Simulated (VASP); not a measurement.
Method: LDA (Ceperley-Alder, Perdew-Zunger), VASP's LDA PAW potentials (set 64) (plane waves; VASP).

The input files of a VASP run:

POSCAR:
```
HgTe
4.7160190
  0.0000000000   0.7071067780   0.7071067780
  0.7071067780   0.0000000000   0.7071067780
  0.7071067780   0.7071067780   0.0000000000
Hg Te
1 1
Cartesian
  0.0000000000   0.0000000000   0.0000000000
  0.3535533890   0.3535533890   0.3535533890
```

KPOINTS:
```
Automatic mesh
0
Gamma
2 2 2
0 0 0
```

INCAR:
```
# general
SYSTEM  = HgTe
PREC    = Accurate
ENCUT   = 240   # plane-wave cut-off (eV)
LREAL   = .FALSE.
LASPH   = .TRUE.

# electronic loop
EDIFF   = 1E-03   # SCF stop (eV)
NELM    = 100
ALGO    = Normal
LMAXMIX = 6   # l cut-off of mixed one-centre charges

# smearing
ISMEAR  = 0   # Gaussian
SIGMA   = 0.136

# ions
ISIF    = 2

# output
LWAVE   = .FALSE.
LCHARG  = .FALSE.
```

POTCAR, in this order: Hg Te (LDA.64 set). Program: vasp_std.

Gaps are read on the run's mesh, which can miss a band edge. Unless said otherwise, spin-orbit coupling is left out, though it shifts the bands of the heavy elements here.

### Question
Predict the energy per atom (σ→0), band gap (on the k-mesh).

### Answer

The energy per atom (σ→0) is -1.860 eV/atom and the band gap (on the k-mesh) comes out as none (metal, semimetal or under 0.01 eV).

**OSZICAR**
```
...
DAV:   3    -0.403268484219E+01   -0.22422E+01   -0.22316E+01    83   0.359E+01
DAV:   4    -0.405963689502E+01   -0.26952E-01   -0.26947E-01   114   0.347E+00
DAV:   5    -0.405975691171E+01   -0.12002E-03   -0.12002E-03    72   0.157E-01    0.746E+00
DAV:   6    -0.375467028673E+01    0.30509E+00   -0.73143E-01    88   0.103E+01    0.590E+00
DAV:   7    -0.373520937435E+01    0.19461E-01   -0.14403E-01    88   0.237E+00    0.225E+00
DAV:   8    -0.373254028708E+01    0.26691E-02   -0.90723E-03    83   0.111E+00    0.646E-01
DAV:   9    -0.373225042524E+01    0.28986E-03   -0.68143E-04    44   0.270E-01
   1 F= -.37322504E+01 E0= -.37191370E+01  d E =-.262268E-01
```

The structure comes from a computed database's HgTe entry; how it stands against other phases isn't given here. The cell was not relaxed at this level. The k-mesh is coarse (spacing up to 0.82 per Å, 2π included), so the numbers may not be converged in it. The run is one of a series of settings (EDIFF = 1E-03, ENCUT = 240, KPOINTS 2×2×2 Γ-centred mesh against the base run), some of them coarse on purpose.
